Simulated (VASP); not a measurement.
# Si16F (a cell with a defect) in VASP: notebook, part 2 of 2

VASP 6.6.1. The steps go on from the part before.

## Step 5: Single point, PBE+D3(BJ), collinear spin, zero start

The input, INCAR:

```
SYSTEM = Si16F
ALGO = Normal
EDIFF = 1E-6
ENCUT = 520
GGA = PE
ISIF = 2
ISMEAR = -1
ISPIN = 2
IVDW = 12
LASPH = .TRUE.
LCHARG = .FALSE.
LORBIT = 11
LREAL = Auto
LWAVE = .FALSE.
MAGMOM = 0 0 0 0 0 0 0 0 0 0 0 0 0 0 0 0 0
NBANDS = 54
NELM = 150
PREC = Accurate
SIGMA = 0.05
```

The input, KPOINTS:

```
k-points
0
G
  2 2 2
  0 0 0
```

The input, POSCAR:

```
Si16F
1.0
    0.0000000000      5.4300000000      5.4300000000
    5.4300000000      0.0000000000      5.4300000000
    5.4300000000      5.4300000000      0.0000000000
Si F
16 1
Direct
   -0.0311970534     -0.0041252302      0.0223204420
    0.1022744015      0.1111325967      0.1451104972
    0.0119797422     -0.0273572744      0.5150736648
    0.1271731123      0.1334162063      0.6046132597
    0.0377532228      0.4956537753     -0.0514917127
    0.0768784530      0.6259208103      0.1289226519
   -0.0431767956      0.5346316759      0.4842265193
    0.2154511971      0.5830570902      0.5756721915
    0.4770349908      0.0064825046      0.0314548803
    0.5977255985      0.1544475138      0.1186279926
    0.4945303867      0.0193922652      0.5053591160
    0.6593830571      0.0611878453      0.6763996317
    0.4666206262      0.5617403315     -0.0080755064
    0.6579834254      0.6115009208      0.1196224678
    0.5767034991      0.4626703499      0.4894106814
    0.6056998158      0.6509300184      0.6295856354
    0.7128360958      0.7699263352      0.7709760589
```

Potentials or basis: VASP PAW PBE potentials, release 64 (Si, F).

Run with:

```bash
> cat potpaw_PBE.64/Si/POTCAR potpaw_PBE.64/F/POTCAR > POTCAR
> mpirun -np 1 vasp_std > vasp.out
```

OUTCAR:

```text
SYSTEM = Si16F
   EDIFF = 1E-6
   ENCUT = 520
   GGA = PE
   ISIF = 2
   ISMEAR = -1
   ISPIN = 2
   IVDW = 12
   LASPH = .TRUE.
   LORBIT = 11
   LREAL = Auto
   NELM = 150
   PREC = Accurate
 IVDW          = 12

 ion  position               nearest neighbor table
   1  0.969  0.996  0.022-   6 2.33   2 2.33  10 2.34   4 2.62
   2  0.102  0.111  0.145-   3 2.33   1 2.33   9 2.36   5 2.46
   3  0.012  0.973  0.515-  12 2.23   4 2.31   2 2.33   8 2.50
   4  0.127  0.133  0.605-   3 2.31  11 2.31   7 2.53   1 2.62
   5  0.038  0.496  0.949-   6 2.26   8 2.37  14 2.40   2 2.46
   6  0.077  0.626  0.129-   7 2.24   5 2.26   1 2.33  13 2.49
   7  0.957  0.535  0.484-  16 2.21   6 2.24   4 2.53   8 2.64
   8  0.215  0.583  0.576-  15 2.28   5 2.37   3 2.50   7 2.64
[... 1065 lines left out ...]
      7.84180      5.35540      2.89640        -0.304292      0.182378     -1.502648
      4.09880      1.11750      3.81620        -0.517644      0.525435      1.882077
[... 9 lines left out ...]
      6.95320      6.70760      6.82350         0.170093     -0.898602     -0.625912
      8.36710      8.05710      8.05140        -0.428984      0.363853      0.687608
 -----------------------------------------------------------------------------------
    total drift:                                0.010541     -0.004616     -0.002428

  FREE ENERGIE OF THE ION-ELECTRON SYSTEM (eV)
  ---------------------------------------------------
  free  energy   TOTEN  =       -90.8945314618 eV

  energy  without entropy=      -90.8519813792  energy(sigma->0) =      -90.87325642

 total charge

# of ion       s       p       d       tot
------------------------------------------
    1        0.751   0.916   0.000   1.667
    2        0.748   0.928   0.000   1.677
    3        0.761   0.951   0.000   1.712
    4        0.755   0.891   0.000   1.646
    5        0.756   0.923   0.000   1.679
    6        0.752   0.960   0.000   1.713
[... 9 lines left out ...]
   16        0.758   0.977   0.000   1.735
   17        1.763   4.367   0.000   6.130
--------------------------------------------------
tot         13.876  19.115   0.000  32.991

 magnetization (x)

# of ion       s       p       d       tot
------------------------------------------
    1        0.000  -0.000   0.000  -0.000
    2       -0.000  -0.000   0.000  -0.000
    3       -0.000  -0.000   0.000  -0.000
    4       -0.000  -0.000   0.000  -0.000
    5       -0.000  -0.000   0.000  -0.000
    6       -0.000  -0.000   0.000  -0.000
[... 9 lines left out ...]
   16       -0.000  -0.000   0.000  -0.000
   17        0.000   0.000   0.000   0.000
--------------------------------------------------
tot         -0.000  -0.000   0.000  -0.000
```

stdout:

```text
POSCAR found type information on POSCAR SiF
 POSCAR found :  2 types and      17 ions
 scaLAPACK will be used
 LDA part: xc-table for (Slater+PW92), standard interpolation
 POSCAR, INCAR and KPOINTS ok, starting setup
 FFT: planning ... GRIDC
 FFT: planning ... GRID_SOFT
 FFT: planning ... GRID
 WAVECAR not read
 entering main loop
```

It took 9.2 min on 1 thread of Intel Xeon Platinum 8488C (Sapphire Rapids), shared host; peak memory 0.72 GiB.

Results:

```
Free energy                                           : -90.8945 eV
Pressure                                              : 2.4 GPa
Largest force                                         : 3.360 eV/Å
Band gap on the k mesh                                : none (metal or under the smearing width)
Net moment                                            : 0.00 μB per cell
Valence electrons inside the program's atomic spheres : Si 1.67, 1.68, 1.71, 1.65, 1.64, 1.72, 1.69, 1.63, 1.74; F 6.13
Dispersion energy per atom                            : -0.307 eV
```

Forces in eV/Å, atoms in the order of the input:
```
Si  -0.660 -0.983  0.843
Si   0.023 -0.219  0.858
Si  -1.130  0.907  1.057
Si   1.481  0.133 -0.185
Si  -0.304  0.182 -1.503
Si  -0.518  0.525  1.882
Si  -1.276  3.083  0.394
Si   1.267 -1.692 -1.040
Si  -0.215  0.455 -1.034
Si   1.676  0.331  0.663
Si  -0.009 -0.979  0.854
Si   0.241 -2.162 -0.119
Si  -0.224  1.145 -2.362
Si   0.454 -0.445  0.129
Si  -0.547  0.254 -0.499
Si   0.170 -0.899 -0.626
F   -0.429  0.364  0.688
```

Levels at points of the mesh, in eV from the Fermi level:
Spin up:
```tsv
k point	band 33	band 34	band 35	band 36	band 37	band 38	band 39	band 40
(0.00, 0.00, 0.00)	-0.42	0.05	0.16	0.31	0.45	0.76	0.93	1.07
(0.50, 0.00, 0.00)	-0.90	-0.49	-0.17	-0.01	1.30	1.61	1.81	1.86
(0.00, 0.50, 0.00)	-0.93	-0.59	-0.32	-0.14	0.66	1.32	1.49	1.59
(0.00, 0.00, 0.50)	-0.86	-0.50	-0.21	-0.01	1.10	1.37	1.63	1.70
(0.50, 0.50, 0.50)	-0.81	-0.44	-0.15	-0.04	1.25	1.36	1.48	1.63
(0.50, 0.50, 0.00)	-1.22	-0.90	-0.72	-0.61	1.24	1.56	2.28	2.39
(0.00, 0.50, 0.50)	-1.08	-0.98	-0.69	-0.33	0.98	1.37	1.94	2.38
(0.50, 0.00, 0.50)	-1.15	-0.78	-0.73	-0.55	1.14	1.39	2.21	2.39
```
Spin down:
```csv
k point,band 33,band 34,band 35,band 36,band 37,band 38,band 39,band 40
"(0.00, 0.00, 0.00)",-0.42,0.05,0.16,0.31,0.45,0.76,0.93,1.07
"(0.50, 0.00, 0.00)",-0.90,-0.49,-0.17,-0.01,1.30,1.61,1.81,1.86
"(0.00, 0.50, 0.00)",-0.93,-0.59,-0.32,-0.14,0.66,1.32,1.49,1.59
"(0.00, 0.00, 0.50)",-0.86,-0.50,-0.21,-0.01,1.10,1.37,1.63,1.70
"(0.50, 0.50, 0.50)",-0.81,-0.44,-0.15,-0.04,1.25,1.36,1.48,1.63
"(0.50, 0.50, 0.00)",-1.22,-0.90,-0.72,-0.61,1.24,1.56,2.28,2.39
"(0.00, 0.50, 0.50)",-1.08,-0.98,-0.69,-0.33,0.98,1.37,1.94,2.38
"(0.50, 0.00, 0.50)",-1.15,-0.78,-0.73,-0.55,1.14,1.39,2.21,2.39
```

Caveat: the k mesh is coarse (spacing up to 0.50 Å⁻¹), so the values aren't converged.
